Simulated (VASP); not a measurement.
Method: PW91 GGA, VASP's PBE PAW potentials (set 64) (plane waves; VASP 6.6.1). For the first row: Numerical set-up: 520 eV cut-off, 8×8×8 Γ-centred mesh, first-order Methfessel-Paxton smearing of 0.10 eV, potentials Mg Sn_d.

```
system                energy (eV/atom)
--------------------  ----------------
Mg2Sn (antifluorite)           -2.4965
Mg atom                         0.0076
Sn atom                        -0.6294
```

Atoms are spin-polarised in a large box without symmetry, with the spin fixed by Hund's rule, and may not be in the lowest state of each functional; no zero-point energy is added.

Question: What is the cohesive energy per atom of Mg2Sn?

Answer: The references average (2×(0.0076) + 1×(-0.6294))/3 = -0.2047 eV, so the cohesive energy is -0.2047 − (-2.4965) = 2.292 eV/atom.
